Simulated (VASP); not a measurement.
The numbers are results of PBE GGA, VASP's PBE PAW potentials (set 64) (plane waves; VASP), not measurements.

The input files of a VASP run:

### POSCAR
```
BiSi63
1.0
 10.9370747000   0.0000000000   0.0000000000
  0.0000000000  10.9370747000   0.0000000000
  0.0000000000   0.0000000000  10.9370747000
Si Bi
63 1
Cart
  5.4685373500   0.0000000000   0.0000000000
  6.8356716875   1.3671343375   1.3671343375
  8.2028060250   2.7342686750   0.0000000000
  9.5699403625   4.1014030125   1.3671343375
  8.2028060250   0.0000000000   2.7342686750
  9.5699403625   1.3671343375   4.1014030125
  0.0000000000   0.0000000000   0.0000000000
  1.3671343375   1.3671343375   1.3671343375
  2.7342686750   2.7342686750   0.0000000000
  4.1014030125   4.1014030125   1.3671343375
  5.4685373500   5.4685373500   0.0000000000
  6.8356716875   6.8356716875   1.3671343375
  8.2028060250   8.2028060250   0.0000000000
  9.5699403625   9.5699403625   1.3671343375
  2.7342686750   0.0000000000   2.7342686750
  4.1014030125   1.3671343375   4.1014030125
  5.4685373500   2.7342686750   2.7342686750
  6.8403636925   4.1484543079   4.1414108318
  8.2028060250   5.4685373500   2.7342686750
  9.5699403625   6.8356716875   4.1014030125
  5.4685373500   0.0000000000   5.4685373500
  6.8356716875   1.3671343375   6.8356716875
  8.2028060250   2.7342686750   5.4685373500
  9.5699403625   4.1014030125   6.8356716875
  8.2028060250   0.0000000000   8.2028060250
  9.5699403625   1.3671343375   9.5699403625
  0.0000000000   5.4685373500   0.0000000000
  1.3671343375   6.8356716875   1.3671343375
  2.7342686750   8.2028060250   0.0000000000
  4.1014030125   9.5699403625   1.3671343375
  0.0000000000   2.7342686750   2.7342686750
  1.3671343375   4.1014030125   4.1014030125
  2.7342686750   5.4685373500   2.7342686750
  4.1120557233   6.8548881277   4.1054606672
  5.4685373500   8.2028060250   2.7342686750
  6.8356716875   9.5699403625   4.1014030125
  0.0000000000   0.0000000000   5.4685373500
  1.3671343375   1.3671343375   6.8356716875
  2.7342686750   2.7342686750   5.4685373500
  4.1136197249   4.1485636786   6.8523507264
  6.8117085568   6.7944389159   6.8531819441
  8.2028060250   8.2028060250   5.4685373500
  9.5699403625   9.5699403625   6.8356716875
  2.7342686750   0.0000000000   8.2028060250
  4.1014030125   1.3671343375   9.5699403625
  5.4685373500   2.7342686750   8.2028060250
  6.8356716875   4.1014030125   9.5699403625
  8.2028060250   5.4685373500   8.2028060250
  9.5699403625   6.8356716875   9.5699403625
  0.0000000000   8.2028060250   2.7342686750
  1.3671343375   9.5699403625   4.1014030125
  0.0000000000   5.4685373500   5.4685373500
  1.3671343375   6.8356716875   6.8356716875
  2.7342686750   8.2028060250   5.4685373500
  4.1014030125   9.5699403625   6.8356716875
  0.0000000000   2.7342686750   8.2028060250
  1.3671343375   4.1014030125   9.5699403625
  2.7342686750   5.4685373500   8.2028060250
  4.1014030125   6.8356716875   9.5699403625
  5.4685373500   8.2028060250   8.2028060250
  6.8356716875   9.5699403625   9.5699403625
  0.0000000000   8.2028060250   8.2028060250
  1.3671343375   9.5699403625   9.5699403625
  5.4631891205   5.4407899915   5.5073749023
```

**INCAR**
```
! general
SYSTEM  = BiSi63
PREC    = Normal
ENCUT   = 400   ! plane-wave cut-off (eV)
LREAL   = Auto   ! projection in real space or not
LASPH   = .True.   ! aspherical one-centre terms
ISYM    = 0
NELECT  = 258.0

! electronic loop
EDIFF   = 1E-5   ! SCF stop (eV)
NELM    = 100   ! most electronic steps
NELMIN  = 4
ALGO    = Fast
LMAXMIX = 4   ! l cut-off of mixed one-centre charges

! smearing
ISMEAR  = 0
SIGMA   = 0.05   ! width (eV)

! functional
GGA     = PE   ! PBE

! ions
IBRION  = 2
NSW     = 60   ! most ionic steps
ISIF    = 2
EDIFFG  = -0.03

! output
LWAVE   = .True.
LCHARG  = .False.
```

File KPOINTS:
```
Automatic mesh
0
Gamma
1 1 1
0 0 0
```

POTCAR, in this order: Si Bi (PBE.64 set). Program: vasp_gam.

Output of the run:

### OSZICAR
```
...
DAV:   1     0.119459278251E+04    0.11946E+04   -0.96760E+04   324   0.114E+03
DAV:   2    -0.183601878860E+03   -0.13782E+04   -0.13170E+04   424   0.204E+02
DAV:   3    -0.330455772861E+03   -0.14685E+03   -0.14083E+03   400   0.603E+01
DAV:   4    -0.335069467369E+03   -0.46137E+01   -0.45877E+01   408   0.128E+01
DAV:   5    -0.335181075386E+03   -0.11161E+00   -0.11112E+00   384   0.208E+00    0.277E+01
RMM:   6    -0.330245764125E+03    0.49353E+01   -0.30010E+00   324   0.262E+00    0.168E+01
RMM:   7    -0.328157976697E+03    0.20878E+01   -0.77039E+00   332   0.429E+00    0.117E+00
RMM:   8    -0.328204883478E+03   -0.46907E-01   -0.71813E-01   325   0.168E+00    0.723E-01
RMM:   9    -0.328232644305E+03   -0.27761E-01   -0.20586E-01   338   0.820E-01    0.591E-01
RMM:  10    -0.328231707046E+03    0.93726E-03   -0.34588E-02   324   0.383E-01    0.225E-01
RMM:  11    -0.328233352504E+03   -0.16455E-02   -0.13899E-02   330   0.218E-01    0.149E-01
RMM:  12    -0.328233551207E+03   -0.19870E-03   -0.19940E-03   350   0.976E-02    0.213E-01
RMM:  13    -0.328233879007E+03   -0.32780E-03   -0.96916E-04   327   0.536E-02    0.267E-01
RMM:  14    -0.328233831139E+03    0.47868E-04   -0.19336E-04   343   0.291E-02    0.381E-01
RMM:  15    -0.328233755169E+03    0.75969E-04   -0.20411E-03   409   0.619E-02    0.721E-01
RMM:  16    -0.328233685793E+03    0.69377E-04   -0.45376E-04   330   0.273E-02    0.510E-01
RMM:  17    -0.328233764192E+03   -0.78400E-04   -0.34965E-04   336   0.220E-02    0.353E-01
RMM:  18    -0.328233744331E+03    0.19861E-04   -0.25125E-05   232   0.966E-03    0.363E-01
RMM:  19    -0.328233736893E+03    0.74387E-05   -0.77832E-06   191   0.500E-03
   1 F= -.32823374E+03 E0= -.32818847E+03  d E =-.328234E+03
       N       E                     dE             d eps       ncg     rms          rms(c)
DAV:   1    -0.330592045400E+03   -0.23583E+01   -0.54728E+01   324   0.121E+01    0.380E+00
RMM:   2    -0.330817917126E+03   -0.22587E+00   -0.41553E+00   324   0.361E+00    0.134E+00
RMM:   3    -0.330841449786E+03   -0.23533E-01   -0.76180E-01   332   0.160E+00    0.108E+00
RMM:   4    -0.330841961229E+03   -0.51144E-03   -0.12224E-01   338   0.716E-01    0.702E-01
RMM:   5    -0.330843835307E+03   -0.18741E-02   -0.27547E-02   339   0.329E-01    0.167E-01
RMM:   6    -0.330844120441E+03   -0.28513E-03   -0.84401E-03   352   0.171E-01    0.828E-02
RMM:   7    -0.330844264012E+03   -0.14357E-03   -0.20455E-03   351   0.815E-02    0.583E-02
RMM:   8    -0.330844286389E+03   -0.22377E-04   -0.36637E-04   332   0.373E-02    0.239E-02
RMM:   9    -0.330844293807E+03   -0.74183E-05   -0.76121E-05   271   0.164E-02
   2 F= -.33084429E+03 E0= -.33084424E+03  d E =-.261056E+01
       N       E                     dE             d eps       ncg     rms          rms(c)
DAV:   1    -0.330927797706E+03   -0.83511E-01   -0.47020E+00   344   0.372E+00    0.805E-01
RMM:   2    -0.330949026544E+03   -0.21229E-01   -0.30121E-01   324   0.102E+00    0.398E-01
RMM:   3    -0.330953661575E+03   -0.46350E-02   -0.63620E-02   335   0.466E-01    0.214E-01
RMM:   4    -0.330953862856E+03   -0.20128E-03   -0.89542E-03   334   0.204E-01    0.895E-02
RMM:   5    -0.330954025512E+03   -0.16266E-03   -0.19188E-03   361   0.914E-02    0.698E-02
RMM:   6    -0.330954053304E+03   -0.27792E-04   -0.35628E-04   324   0.371E-02    0.230E-02
RMM:   7    -0.330954058057E+03   -0.47529E-05   -0.97190E-05   290   0.200E-02
   3 F= -.33095406E+03 E0= -.33095406E+03  d E =-.272032E+01
       N       E                     dE             d eps       ncg     rms          rms(c)
DAV:   1    -0.331154343768E+03   -0.20029E+00   -0.63337E+00   352   0.462E+00    0.118E+00
RMM:   2    -0.331192643900E+03   -0.38300E-01   -0.44245E-01   324   0.134E+00    0.466E-01
RMM:   3    -0.331198783221E+03   -0.61393E-02   -0.79693E-02   332   0.615E-01    0.231E-01
RMM:   4    -0.331199464373E+03   -0.68115E-03   -0.12356E-02   337   0.266E-01    0.119E-01
RMM:   5    -0.331199650705E+03   -0.18633E-03   -0.23728E-03   347   0.112E-01    0.434E-02
RMM:   6    -0.331199693661E+03   -0.42956E-04   -0.49273E-04   357   0.483E-02    0.150E-02
RMM:   7    -0.331199701005E+03   -0.73446E-05   -0.86925E-05   280   0.199E-02
   4 F= -.33119970E+03 E0= -.33119970E+03  d E =-.245643E+00
       N       E                     dE             d eps       ncg     rms          rms(c)
DAV:   1    -0.331204334687E+03   -0.46410E-02   -0.23398E-01   360   0.887E-01    0.221E-01
RMM:   2    -0.331205749026E+03   -0.14143E-02   -0.16250E-02   324   0.258E-01    0.879E-02
RMM:   3    -0.331205982438E+03   -0.23341E-03   -0.29519E-03   332   0.118E-01    0.424E-02
RMM:   4    -0.331206011188E+03   -0.28750E-04   -0.47444E-04   337   0.512E-02    0.212E-02
RMM:   5    -0.331206017842E+03   -0.66539E-05   -0.86557E-05   295   0.215E-02
   5 F= -.33120602E+03 E0= -.33120602E+03  d E =-.251960E+00
       N       E                     dE             d eps       ncg     rms          rms(c)
DAV:   1    -0.331235851813E+03   -0.29841E-01   -0.67961E-01   352   0.158E+00    0.465E-01
RMM:   2    -0.331239214968E+03   -0.33632E-02   -0.40809E-02   324   0.446E-01    0.169E-01
RMM:   3    -0.331239673740E+03   -0.45877E-03   -0.70121E-03   328   0.203E-01    0.802E-02
RMM:   4    -0.331239741970E+03   -0.68229E-04   -0.12215E-03   341   0.888E-02    0.392E-02
RMM:   5    -0.331239758952E+03   -0.16982E-04   -0.24396E-04   339   0.398E-02    0.960E-03
RMM:   6    -0.331239764019E+03   -0.50673E-05   -0.59970E-05   273   0.184E-02
   6 F= -.33123976E+03 E0= -.33123976E+03  d E =-.337462E-01
       N       E                     dE             d eps       ncg     rms          rms(c)
DAV:   1    -0.331242644850E+03   -0.28859E-02   -0.14088E-01   368   0.720E-01    0.212E-01
RMM:   2    -0.331243348034E+03   -0.70318E-03   -0.85142E-03   324   0.204E-01    0.769E-02
RMM:   3    -0.331243442940E+03   -0.94906E-04   -0.14511E-03   327   0.931E-02    0.363E-02
RMM:   4    -0.331243458831E+03   -0.15891E-04   -0.26507E-04   341   0.409E-02    0.181E-02
RMM:   5    -0.331243462200E+03   -0.33690E-05   -0.50145E-05   274   0.181E-02
   7 F= -.33124346E+03 E0= -.33124346E+03  d E =-.374444E-01
       N       E                     dE             d eps       ncg     rms          rms(c)
DAV:   1    -0.331249441230E+03   -0.59824E-02   -0.19829E-01   336   0.831E-01    0.229E-01
RMM:   2    -0.331250524863E+03   -0.10836E-02   -0.12191E-02   324   0.240E-01    0.871E-02
RMM:   3    -0.331250650654E+03   -0.12579E-03   -0.20259E-03   329   0.109E-01    0.407E-02
RMM:   4    -0.331250669937E+03   -0.19283E-04   -0.37054E-04   338   0.482E-02    0.214E-02
RMM:   5    -0.331250674968E+03   -0.50313E-05   -0.68410E-05   295   0.200E-02
   8 F= -.33125067E+03 E0= -.33125067E+03  d E =-.721277E-02
       N       E                     dE             d eps       ncg     rms          rms(c)
DAV:   1    -0.331251088896E+03   -0.41896E-03   -0.26191E-02   368   0.302E-01    0.838E-02
RMM:   2    -0.331251237081E+03   -0.14819E-03   -0.16506E-03   324   0.887E-02    0.317E-02
RMM:   3    -0.331251255695E+03   -0.18614E-04   -0.27934E-04   329   0.407E-02    0.153E-02
RMM:   4    -0.331251258577E+03   -0.28816E-05   -0.50833E-05   274   0.181E-02
   9 F= -.33125126E+03 E0= -.33125126E+03  d E =-.779638E-02
       N       E                     dE             d eps       ncg     rms          rms(c)
DAV:   1    -0.331252610673E+03   -0.13550E-02   -0.45454E-02   344   0.402E-01    0.106E-01
RMM:   2    -0.331252820792E+03   -0.21012E-03   -0.25379E-03   324   0.111E-01    0.417E-02
RMM:   3    -0.331252847306E+03   -0.26514E-04   -0.43869E-04   328   0.509E-02    0.199E-02
RMM:   4    -0.331252851803E+03   -0.44974E-05   -0.83001E-05   325   0.227E-02
  10 F= -.33125285E+03 E0= -.33125285E+03  d E =-.159323E-02
```

File OUTCAR:
```
------------------------ aborting loop because EDIFF is reached ----------------------------------------
  FORCE on cell =-STRESS in cart. coord.  units (eV):
  Direction    XX          YY          ZZ          XY          YZ          ZX
  --------------------------------------------------------------------------------------
  Total       23.1623370     23.1246707     23.1938729     -0.0093868     -0.1093898     -0.0681561
  in kB       28.3654334     28.3193059     28.4040534     -0.0114954     -0.1339627     -0.0834664
  external PRESSURE =      28.3629309 kB  Pullay stress =       0.0000000 kB
  volume of cell :     1308.29
      direct lattice vectors                 reciprocal lattice vectors
    10.937074700  0.000000000  0.000000000     0.091432127  0.000000000  0.000000000
     0.000000000 10.937074700  0.000000000     0.000000000  0.091432127  0.000000000
     0.000000000  0.000000000 10.937074700     0.000000000  0.000000000  0.091432127
 POSITION                                       TOTAL-FORCE (eV/Angst)
 -----------------------------------------------------------------------------------
      5.46781      0.00125      0.00321         0.004089     -0.002157      0.004317
      6.84095      1.36139      1.36412         0.016221      0.000334     -0.007219
      8.20259      2.73365      0.00691        -0.001222      0.006946     -0.004447
      9.57537      4.09596      1.36380        -0.002221     -0.014760     -0.002936
      8.20284      0.00536      2.73600         0.001247     -0.010019      0.002885
      9.57731      1.36159      4.09549        -0.001836      0.003702     -0.006254
     10.93702     10.93705     10.93694         0.002155      0.001475      0.002143
      1.37692      1.37671      1.37637        -0.015165     -0.009187     -0.013385
      2.73607      2.73555     10.93334        -0.001095      0.003560      0.006614
      4.09467      4.09408      1.37411        -0.005919     -0.003210      0.009208
      5.46784      5.46760      0.00196         0.002995      0.000816     -0.000027
      6.84366      6.84362      1.37017        -0.001057      0.005519      0.015592
      8.20248      8.20264     10.93131         0.001083      0.001664      0.011193
      9.56090      9.56097      1.37667         0.009635      0.011028     -0.013583
      2.73616     10.93517      2.73635         0.003607      0.010527      0.004583
      4.09622      1.37539      4.09559        -0.008286      0.006941     -0.006037
      5.46644      2.70120      2.70017         0.003008     -0.003981      0.002863
      7.02289      3.92319      3.92077        -0.007942     -0.015633     -0.006456
      8.24190      5.47799      2.69754        -0.002107     -0.006638      0.003871
      9.56711      6.84489      4.09561        -0.015090      0.006804     -0.005921
      5.46826      0.00035      5.46847         0.005111      0.004765      0.006988
      6.84294      1.37255      6.84269         0.000976      0.013472      0.000696
      8.24142      2.69766      5.47480         0.005164     -0.001569     -0.003359
      9.56735      4.09356      6.84431        -0.015520     -0.001918     -0.000927
      8.20157     10.93328      8.20194        -0.000812      0.007215      0.002373
      9.56092      1.37667      9.56063         0.012325     -0.010617      0.013105
     10.93586      5.46827      0.00421        -0.000307     -0.000343      0.002009
      1.36096      6.84130      1.36300         0.001299      0.013966     -0.001678
      2.73402      8.20367      0.00736         0.007102     -0.002577     -0.009305
      4.09559      9.57792      1.36322        -0.012960     -0.004712      0.000676
     10.93353      2.73576      2.73556         0.009800      0.002196      0.002032
      1.37322      4.09544      4.09433         0.012242     -0.007375     -0.002059
      2.69927      5.46485      2.69852        -0.004741      0.007419      0.000654
      3.91998      7.02306      3.91817        -0.019513      0.005891     -0.013912
      5.47648      8.24232      2.69643        -0.004865     -0.004711      0.003251
      6.84434      9.56618      4.09583         0.001419     -0.013207     -0.007750
     10.93492     10.93572      5.46869        -0.000550      0.000964      0.006990
      1.36024      1.35955      6.84090        -0.006036     -0.000663      0.010042
      2.69605      2.69738      5.46501        -0.007399     -0.007348      0.001910
      3.90259      3.90955      7.03794         0.008784     -0.003095     -0.013741
      7.02048      7.01857      7.02673         0.007494      0.011475     -0.005743
      8.23763      8.23749      5.46547         0.006628      0.004993      0.001823
      9.57355      9.57566      6.84099         0.000848      0.001080      0.016683
      2.73540      0.00575      8.20237         0.000906     -0.008356      0.002073
      4.09596      1.36067      9.57784        -0.005897      0.001227      0.000048
      5.47532      2.69598      8.24331        -0.005731     -0.001233      0.002257
      6.84380      4.09306      9.56875         0.002316      0.002520     -0.016873
      8.24264      5.46039      8.24388        -0.002589      0.010964     -0.003318
      9.57807      6.84149      9.57782        -0.004195      0.007916     -0.002360
      0.00608      8.20361      2.73553        -0.010789     -0.000840      0.006198
      1.36147      9.57885      4.09543         0.001411     -0.005282     -0.006313
      0.00015      5.46837      5.46841         0.002918      0.002383      0.006503
      1.37006      6.84528      6.84224         0.015501      0.001856      0.000728
      2.69690      8.24212      5.47408         0.000571      0.002729     -0.000955
      4.09436      9.56654      6.84392        -0.003354     -0.015582      0.001198
      0.00626      2.73468      8.20281        -0.003250      0.006889      0.002881
      1.35971      4.09654      9.57997        -0.005239     -0.009684     -0.001243
      2.69116      5.48039      8.24675         0.011853     -0.008762     -0.002537
      4.09439      6.84543      9.56935        -0.004455      0.002129     -0.017064
      5.46285      8.24228      8.24274         0.003291     -0.002584      0.002691
      6.84142      9.57866      9.57791         0.007323      0.002203      0.000535
     10.93111      8.20335      8.20179         0.011511     -0.001596      0.001627
      1.37669      9.56109      9.56050        -0.012799      0.011523      0.011485
      5.45957      5.46430      5.47939         0.012109     -0.007450      0.004680
 -----------------------------------------------------------------------------------
    total drift:                               -0.020646     -0.032843      0.006662
  FREE ENERGIE OF THE ION-ELECTRON SYSTEM (eV)
  ---------------------------------------------------
  free  energy   TOTEN  =      -331.2528518034 eV

  energy  without entropy=     -331.2528517410  energy(sigma->0) =     -331.25285177

 reached required accuracy - stopping structural energy minimisation
```
(Selected blocks of OUTCAR.)

**CONTCAR**
```
BiSi63
   1.00000000000000
    10.9370747000000001    0.0000000000000000    0.0000000000000000
     0.0000000000000000   10.9370747000000001    0.0000000000000000
     0.0000000000000000    0.0000000000000000   10.9370747000000001
  Si              Bi
    63     1
Direct
     0.4999337818431955    0.0001147258496916    0.0002936666357591
     0.6254826102226896    0.1244747622083241    0.1247246586885225
     0.7499806194057624    0.2499430942810491    0.0006317997203692
     0.8754961374835051    0.3745021446555926    0.1246954839897339
     0.7500031103035306    0.0004904502584869    0.2501582696909587
     0.8756736643155162    0.1244933068299964    0.3744591141110412
     0.9999951448933555    0.9999980189074906    0.9999877830844217
     0.1258943156585407    0.1258752632537536    0.1258446566770972
     0.2501644451328517    0.2501169317263173    0.9996585149298547
     0.3743845567742457    0.3743305106597126    0.1256373565656508
     0.4999363196389780    0.4999142164749588    0.0001789057688776
     0.6257308070385739    0.6257265453161032    0.1252779423831811
     0.7499706370335871    0.7499850516997730    0.9994724816076728
     0.8741734408756545    0.8741794551799256    0.1258718897978286
     0.2501732728311079    0.9998256696743092    0.2501907309690388
     0.3745263554757346    0.1257545299481607    0.3744688620672749
     0.4998081413912758    0.2469769027154722    0.2468825111999450
     0.6421176015067858    0.3587054172427914    0.3584842139488174
     0.7535741982993629    0.5008646579141819    0.2466421792823846
     0.8747413869411284    0.6258430854032525    0.3744702542928964
     0.4999747444016512    0.0000320614455350    0.4999940645569385
     0.6256648971692688    0.1254952374551660    0.6256417642004292
     0.7535307320679081    0.2466530898138431    0.5005730340776798
     0.8747629636559797    0.3742826834984999    0.6257897686785798
     0.7498874080011501    0.9996534754909085    0.7499204599578915
     0.8741755778809530    0.1258715360977445    0.8741483952574104
     0.9998888559886960    0.4999751708012733    0.0003846316485416
     0.1244356255831836    0.6255149708127955    0.1246220220044054
     0.2499776361788878    0.7500786886062156    0.0006726281477513
     0.3744686308460668    0.8757291891322868    0.1246419672336175
     0.9996760460646301    0.2501359051188606    0.2501178782207296
     0.1255562534717282    0.3744544307716517    0.3743532853729939
     0.2467997850590101    0.4996628214959724    0.2467311357685535
     0.3584118203132547    0.6421331196951074    0.3582462522947190
     0.5007265081000581    0.7536131590242525    0.2465407283967728
     0.6257929219856453    0.8746564936036068    0.3744901559432313
     0.9998032553562602    0.9998761949673801    0.5000141726131258
     0.1243693511925467    0.1243068732034342    0.6254783902086920
     0.2465056998628174    0.2466269066852351    0.4996775357617698
     0.3568218237209451    0.3574586894337777    0.6434934338122232
     0.6418970338007598    0.6417224879700619    0.6424691803939903
     0.7531843559655789    0.7531710569769033    0.4997191495494093
     0.8753297319937143    0.8755234039365024    0.6254865658090694
     0.2501037818213384    0.0005261516453161    0.7499603022707116
     0.3745023957730415    0.1244088793432682    0.8757221750259345
     0.5006197742854637    0.2464988525473269    0.7537029886159116
     0.6257428180857683    0.3742368813538578    0.8748907102338436
     0.7536418842708119    0.4992555001391473    0.7537556725556006
     0.8757435340179769    0.6255319376525571    0.8757202955312241
     0.0005563064555121    0.7500739361356483    0.2501154117150839
     0.1244824210611404    0.8758142130743843    0.3744534553688927
     0.0000137465543532    0.4999844128090924    0.4999885121673597
     0.1252676303207265    0.6258780743318563    0.6256002791705885
     0.2465829300024583    0.7535950119680416    0.5005063575364783
     0.3743563390827147    0.8746892526556670    0.6257541081297630
     0.0005724274379639    0.2500372625398091    0.7500003902712638
     0.1243208119673942    0.3745556527621899    0.8759168051644912
     0.2460589361102262    0.5010839418460836    0.7540180626783137
     0.3743592158899600    0.6258919969401954    0.8749458553577288
     0.4994795540642951    0.7536090929640127    0.7536512418053505
     0.6255254451444289    0.8757971174663759    0.8757289737679043
     0.9994543096826710    0.7500495742060288    0.7499069166335623
     0.1258736608292382    0.8741911504124656    0.8741372485726201
     0.4991798714164326    0.4996127209703174    0.5009923621075288
```

The cell is charged, with a uniform compensating background. The supercell is sampled at Γ alone, which is coarse: total energies, pressure and levels can be off, energies of defects by several tenths of an eV.

The cell is a supercell with a defect, built from Si (diamond): Bi_Si, charge -1. The run is not spin-polarised, so no state with unpaired spins was tried.
